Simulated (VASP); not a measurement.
An input for Quantum ESPRESSO's pw.x (written as the equivalent of a VASP run, and not itself run):

```
&CONTROL
  calculation = 'scf'
  pseudo_dir = './pseudo'
  outdir = './out'
  tprnfor = .true.
  tstress = .true.
/
&SYSTEM
  ibrav = 0
  nat = 4
  ntyp = 2
  ecutwfc = 80
  occupations = 'tetrahedra'
  input_dft = 'pbesol'
/
&ELECTRONS
  conv_thr = 7.3e-09
  electron_maxstep = 100
/
ATOMIC_SPECIES
  Sn 118.710 Sn.upf
  Sb 121.760 Sb.upf
CELL_PARAMETERS angstrom
     4.7418232   -0.0000000    0.0000000
    -0.0000000    4.7418232    0.0000000
    -0.0000000   -0.0000000    4.7418232
ATOMIC_POSITIONS crystal
  Sn   0.0000000  0.5000000  0.5000000
  Sn   0.5000000  0.0000000  0.5000000
  Sn   0.5000000  0.5000000  0.0000000
  Sb   0.0000000  0.0000000  0.0000000
K_POINTS automatic
  7 7 7 0 0 0
```

Task: Translate this input to VASP (INCAR, KPOINTS, POSCAR, choice of POTCAR).

Result: This is not unique; one that fits is 
**INCAR**
```
SYSTEM = Sn3Sb
PREC = Accurate; ENCUT = 400; LREAL = .FALSE.
LASPH = .TRUE.
EDIFF = 1E-7; NELM = 100; ALGO = Normal
LMAXMIX = 4
ISMEAR = -5
GGA = PS
ISIF = 2
LWAVE = .FALSE.; LCHARG = .TRUE.; LORBIT = 11
NEDOS = 601
LEFG = .TRUE.
```

POSCAR:
```
Sn3Sb
1.0
  4.7418232056   0.0000000000   0.0000000000
  0.0000000000   4.7418232056   0.0000000000
  0.0000000000   0.0000000000   4.7418232056
Sn Sb
3 1
Cartesian
  0.0000000000   2.3709116028   2.3709116028
  2.3709116028   0.0000000000   2.3709116028
  2.3709116028   2.3709116028   0.0000000000
  0.0000000000   0.0000000000   0.0000000000
```

### KPOINTS
```
Automatic mesh
0
Gamma
7 7 7
0 0 0
```

POTCAR, in this order: Sn_d Sb (PBE.64 set). Program: vasp_std.

Limits of the translation: the potentials are each code's own (VASP's PAW set, PseudoDojo norm-conserving files in pw.x), so ENCUT and ecutwfc are chosen apart and not converted; conv_thr bounds pw.x's estimated SCF error, while EDIFF bounds the energy change between steps; the field gradients of LEFG aren't asked of the other code.

The structure comes from a computed database's Sn3Sb entry (Pm-3m); how it stands against other phases isn't given here. It was relaxed first.
